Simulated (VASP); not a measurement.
Set up this calculation in VASP 6.6.1, as the native input.

```yaml
Task: single point
Functional: PBE
Potentials_or_basis: VASP PAW PBE potentials, release 64 (Cl, Si, Br, H)
Cutoff: 520 eV
k_mesh: 1 × 1 × 1
Occupations: gaussian, width 0.01 eV
Spin: no spin polarisation
Further_INCAR_settings: ALGO = Normal; EDIFF = 1e-06
```

The structure of ClSiBrH2 lies in POSCAR:

```
SiH2BrCl
1.0
   12.0000000000      0.0000000000      0.0000000000
    0.0000000000     12.0000000000      0.0000000000
    0.0000000000      0.0000000000     12.0000000000
Cl Si Br H
1 1 1 2
Direct
    0.4061280000      0.4554920000      0.6326650000
    0.4997160000      0.4997650000      0.4853150000
    0.3963730000      0.6160800000      0.3834080000
    0.5138050000      0.3886800000      0.4254340000
    0.6060830000      0.5548270000      0.5224330000
```

The cell isn't the ideal one: atoms moved at random, drawn with an rms of 0.05 Å.

One way to write it, as run:

INCAR

```
SYSTEM = SiH2BrCl
ALGO     = Normal         ! electronic algorithm
EDIFF    = 1E-6           ! SCF threshold, eV
ENCUT    = 520            ! plane-wave cutoff, eV
GGA      = PE             ! functional
ISIF     = 2              ! what is computed and relaxed
ISMEAR   = 0              ! smearing method
LASPH    = .True.         ! aspherical terms in the spheres
LCHARG   = .False.        ! write CHGCAR
LREAL    = .False.        ! projectors in reciprocal space
LWAVE    = .False.        ! write WAVECAR
NELM     = 100            ! most SCF steps
PREC     = Accurate       ! precision mode
SIGMA    = 0.01           ! smearing width, eV
```

KPOINTS

```
k-points
0
Gamma
  1 1 1
  0 0 0
```

Potentials or basis: VASP PAW PBE potentials, release 64 (Cl, Si, Br, H).

Run with:

```sh
$ cat potpaw_PBE.64/Cl/POTCAR potpaw_PBE.64/Si/POTCAR potpaw_PBE.64/Br/POTCAR potpaw_PBE.64/H/POTCAR > POTCAR
$ mpirun -np 1 vasp_gam > vasp.out
```

Results of the run:

```yaml
Largest_force: 1.401 eV/Å
Gap_between_the_frontier_levels: 5.69 eV
```

It took 2.1 min on 1 thread of Intel(R) Xeon(R) Platinum 8375C CPU @ 2.90GHz (Ice Lake) (shared host), peak memory 1.2 GiB.
